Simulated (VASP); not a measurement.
```xyz
3
Lattice="4.0982 0.0000 0.0000 -2.0491 3.5491 0.0000 0.0000 0.0000 17.9054" Properties=species:S:1:pos:R:3 pbc="T T T"
Ba     2.0491     1.1830     8.9527
Br     0.0000     2.3661     7.0000
Br     0.0000     2.3661    10.9053
```

The numbers are results of PBE GGA, VASP's PBE PAW potentials (set 64) (plane waves; VASP), not measurements. Settings: 300 eV cut-off, 7×7×1 Γ-centred mesh, Gaussian smearing of 0.14 eV, potentials Ba_sv Br.

At this cut-off the stress carries a Pulay error, which pulls relaxed volumes low. The cell holds a wide vacuum, so values per volume refer to the whole cell.

Question: Give the force on each atom (eV/Å).

Answer: 
| atom | Fx | Fy | Fz |
|---|---|---|---|
| Ba1 | 0.000 | 0.000 | 0.000 |
| Br2 | 0.000 | 0.000 | -0.652 |
| Br3 | 0.000 | 0.000 | 0.652 |

Question: Give the stress tensor in GPa (positive for a compressed cell).

Answer: 
```
3.37  0.00  0.00
0.00  3.37  0.00
0.00  0.00  1.56
```
The pressure is its mean diagonal, 2.77 GPa.

The cell is a sheet with vacuum, built from a generated structure.
